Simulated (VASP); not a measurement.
All values below come from vdW-DF2, VASP's PBE PAW potentials (set 64) (plane waves; VASP).

Input for VASP

### POSCAR
```
GaN
1.0
  1.6583122360  -2.8722810059   0.0000000000
  1.6583122360   2.8722810059   0.0000000000
  0.0000000000   0.0000000000   5.4159634589
Ga N
2 2
Cartesian
  1.6583122360  -0.9574289168   2.7098238004
  1.6583122360   0.9574289168   0.0018420710
  1.6583122360  -0.9574289168   4.7479578825
  1.6583122360   0.9574289168   2.0399761530
```

### INCAR
```
LWAVE = .False.
EDIFFG = -0.01   # ionic stop
PREC = Accurate
ISMEAR = 0   # Gaussian
LASPH = .True.   # aspherical one-centre terms
GGA = ML
ENCUT = 520   # plane-wave cut-off (eV)
ZAB_VDW = -1.8867
NELM = 100   # most electronic steps
EDIFF = 1E-7   # SCF stop (eV)
LMAXMIX = 4   # l cut-off of mixed one-centre charges
LCHARG = .False.
LUSE_VDW = .True.
SIGMA = 0.05   # width (eV)
SYSTEM = GaN
IBRION = 2
LREAL = .False.   # projection in real space or not
NSW = 30
ALGO = Normal   # blocked Davidson
ISIF = 4
AGGAC = 0.0
```

File KPOINTS:
```
Automatic
0
G
8 8 4
```

POTCAR, in this order: Ga_d N (PBE.64 set). Program: vasp_std.

Predict the energy per atom (σ→0), pressure.

```json
{
 "energy per atom (σ→0)": "-3.333 eV/atom",
 "pressure": "-4.06 GPa"
}
```

OSZICAR:
```
...
DAV:  13    -0.133328155926E+02   -0.21059E-05   -0.10946E-05  1962   0.258E-02    0.501E-02
DAV:  14    -0.133328197152E+02   -0.41226E-05   -0.21299E-06  1620   0.117E-02    0.583E-02
DAV:  15    -0.133328246378E+02   -0.49226E-05   -0.55433E-06  1640   0.318E-02    0.928E-02
DAV:  16    -0.133328092639E+02    0.15374E-04   -0.29519E-05  1982   0.517E-02    0.484E-02
DAV:  17    -0.133328084243E+02    0.83962E-06   -0.17704E-05  2092   0.314E-02    0.856E-03
DAV:  18    -0.133328086255E+02   -0.20114E-06   -0.11494E-06  1398   0.931E-03    0.286E-03
DAV:  19    -0.133328087130E+02   -0.87543E-07   -0.43136E-08   720   0.263E-03
   1 F= -.13332809E+02 E0= -.13332809E+02  d E =-.133328E+02
```

The compound is GaN in the wurtzite structure. This cell is one point of a volume scan, at 1.03 of the reference volume.
